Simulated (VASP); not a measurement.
An input for Quantum ESPRESSO's pw.x (written as the equivalent of a VASP run, and not itself run):

```
&CONTROL
  calculation = 'vc-relax'
  pseudo_dir = './pseudo'
  outdir = './out'
  tprnfor = .true.
  tstress = .true.
  nstep = 60
  forc_conv_thr = 0.00078
/
&SYSTEM
  ibrav = 0
  nat = 4
  ntyp = 2
  ecutwfc = 84
  occupations = 'smearing'
  smearing = 'gaussian'
  degauss = 0.003675
  input_dft = 'pbesol'
/
&ELECTRONS
  conv_thr = 7.3e-08
  electron_maxstep = 100
/
&IONS
/
&CELL
/
ATOMIC_SPECIES
  In 114.818 In.upf
  As 74.922 As.upf
CELL_PARAMETERS angstrom
     4.3485156    0.0000000    0.0000000
     0.0000000    4.3485156    0.0000000
    -0.0000000    0.0000000    5.9940445
ATOMIC_POSITIONS crystal
  In   0.0000000  1.0000000  0.0000000
  In   0.5000000  0.5000000  0.5000000
  As   0.5000000  0.0000000  0.2500000
  As   0.0000000  0.5000000  0.7500000
K_POINTS automatic
  5 5 4 0 0 0
```

### Question
Write the VASP files for the same calculation (PBEsol).

### Answer
One answer among several that fit: 
INCAR:
```
SYSTEM = InAs
PREC = Accurate; ENCUT = 400; LREAL = .False.
LASPH = .True.
EDIFF = 1E-6; NELM = 100; ALGO = Normal
LMAXMIX = 4
ISMEAR = 0; SIGMA = 0.05
GGA = PS
IBRION = 2; NSW = 60; ISIF = 3
EDIFFG = -0.02
LWAVE = .False.; LCHARG = .False.
```

### POSCAR
```
InAs
1
    4.3485155903     0.0000000000     0.0000000000
    0.0000000000     4.3485155903     0.0000000000
   -0.0000000000     0.0000000000     5.9940445413
In As
2 2
Direct
  0.0000000000   1.0000000000   0.0000000000
  0.5000000000   0.5000000000   0.5000000000
  0.5000000000   0.0000000000   0.2500000000
  0.0000000000   0.5000000000   0.7500000000
```

**KPOINTS**
```
K-points
0
G
 5 5 4
0 0 0
```

POTCAR, in this order: In_d As (PBE.64 set). Program: vasp_std.

Limits of the translation: the potentials are each code's own (VASP's PAW set, PseudoDojo norm-conserving files in pw.x), so ENCUT and ecutwfc are chosen apart and not converted; conv_thr bounds pw.x's estimated SCF error, while EDIFF bounds the energy change between steps; forc_conv_thr acts on force components and is met together with etot_conv_thr.

The compound is InAs in the zinc blende structure. This run relaxes it. Symmetry was kept, so distortions that lower it aren't found. The start is the result of an earlier pass.
